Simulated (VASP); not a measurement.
OSZICAR of a VASP run on InP (zinc blende):

OSZICAR:
```
       N       E                     dE             d eps       ncg     rms          rms(c)
DAV:   1     0.117396313446E+03    0.11740E+03   -0.85887E+03   759   0.153E+03
DAV:   2     0.387013630649E+01   -0.11353E+03   -0.10982E+03   774   0.324E+02
DAV:   3    -0.458598128807E+01   -0.84561E+01   -0.83946E+01  1004   0.920E+01
DAV:   4    -0.481280452021E+01   -0.22682E+00   -0.22666E+00   885   0.169E+01
DAV:   5    -0.482373359836E+01   -0.10929E-01   -0.10929E-01  1110   0.323E+00    0.510E+00
DAV:   6    -0.443242877413E+01    0.39130E+00   -0.77421E-01  1100   0.159E+01    0.306E+00
DAV:   7    -0.440607158554E+01    0.26357E-01   -0.19338E-01  1008   0.379E+00    0.116E+00
DAV:   8    -0.440461460739E+01    0.14570E-02   -0.15334E-02  1002   0.182E+00    0.356E-01
DAV:   9    -0.440474630070E+01   -0.13169E-03   -0.18997E-03  1008   0.762E-01    0.173E-01
DAV:  10    -0.440476156099E+01   -0.15260E-04   -0.17384E-04   898   0.111E-01    0.110E-01
DAV:  11    -0.440477877869E+01   -0.17218E-04   -0.50870E-05   867   0.717E-02    0.366E-02
DAV:  12    -0.440477831876E+01    0.45994E-06   -0.10024E-05   934   0.557E-02    0.150E-02
DAV:  13    -0.440477831738E+01    0.13813E-08   -0.42828E-07   897   0.587E-03
   1 F= -.44047783E+01 E0= -.44047783E+01  d E =-.568287E-17
```

Task: Which electronic solver shows in the log?

Result: It is blocked Davidson (ALGO = Normal, or the opening steps of other solvers). The INCAR had ALGO = Normal.

Task: Can the final energy be trusted as converged?

Result: Self-consistency was reached. It stopped with EDIFF = 1E-7, NELM = 100 (rev-vdW-DF2, plane waves, VASP's PBE PAW potentials (set 64)).

The compound is InP in the zinc blende structure. This cell is one point of a volume scan, at 0.97 of the reference volume.
